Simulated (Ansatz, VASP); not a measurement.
## ScSbS3 in VASP and in Ansatz

INCAR

```
SYSTEM = ScSbS3
  PREC = Accurate
  ENCUT = 520
  EDIFF = 1E-6
  ISMEAR = 0
  SIGMA = 0.1
  LREAL = .False.
  LASPH = .True.
  NELM = 100
  ALGO = Normal
  ISIF = 2
  LWAVE = .False.
  LCHARG = .False.
  GGA = PE
  NBANDS = 25
```

KPOINTS

```
Automatic mesh
0
Gamma
  6 6 4
  0 0 0
```

The input POSCAR:

```
ScSbS3
1.0
    4.6678943900      0.0000000000      0.0000000000
   -2.3339471900      4.0425151200      0.0000000000
    0.0000000000      0.0000000000      5.7627268100
Sc Sb S
1 1 3
Direct
    0.3333333300      0.6666666700      0.5000000000
    0.6666666700      0.3333333300      0.0000000000
    0.0000000000      0.0000000000      0.7552470000
    0.0000000000      0.0000000000      0.2447530000
    0.6666666700      0.3333333300      0.5000000000
```

Input for Ansatz:

```yaml
crystal:
  lattice:
    - [4.66789439, 0.0, 0.0]
    - [-2.33394719, 4.04251512, 0.0]
    - [0.0, 0.0, 5.76272681]
  atoms:
    - { symbol: Sc, position: [0.33333333, 0.66666667, 0.5] }
    - { symbol: Sb, position: [0.66666667, 0.33333333, 0.0] }
    - { symbol: S, position: [0.0, 0.0, 0.755247] }
    - { symbol: S, position: [0.0, 0.0, 0.244753] }
    - { symbol: S, position: [0.66666667, 0.33333333, 0.5] }
basis:
  ecutwfc: 420
kpoints:
  mp_grid: { grid: [6, 6, 4] }
hamiltonian:
  xc: pbe
scf:
  occupations: { method: gaussian, width: 0.1 }
  lower_state_search: "off"
output:
  forces: true
  stress: true
  eigenvalues: true
```

Change from the starting cell: species swapped into the GaNi3As type (P-6m2, No. 187).

Alike in both runs: task single point; functional PBE; k mesh 6 × 6 × 4; occupations gaussian, width 0.1 eV; no spin polarisation.

|  | VASP | Ansatz |
| --- | --- | --- |
| version | VASP 6.6.1 | Ansatz 0.2.0 |
| potentials or method | VASP PAW PBE potentials, release 64 (Sc_sv, Sb, S) | scalar-relativistic, plane waves, PAW |
| plane-wave cutoff (eV) | 520 | 420 |
| valence electrons in the cell | 34 | 44 |

Ansatz gave:

| Item | Value |
| --- | --- |
| gap on the k mesh at the Fermi level (eV) | none |
| pressure (GPa) | -4.0 |
| largest component of the traceless stress (GPa) | 9.22 |
| rms of the force components (eV/Å) | 0.064 |

**Question.** What did VASP give for the same quantities?

**Answer.** gap on the k mesh at the Fermi level (eV): none; pressure (GPa): -4.1; largest component of the traceless stress (GPa): 9.12; rms of the force components (eV/Å): 0.060.

Atom by atom the forces differ by 0.005 eV/Å (rms over components). A gap of «none» marks a metal or a gap that the smearing closes. The functional is the same, so the differences come from potentials, cutoffs and numerics. The two sets of potentials don't hold the same shells in valence.

Spin-orbit coupling is left out, which matters for the levels of Sb.
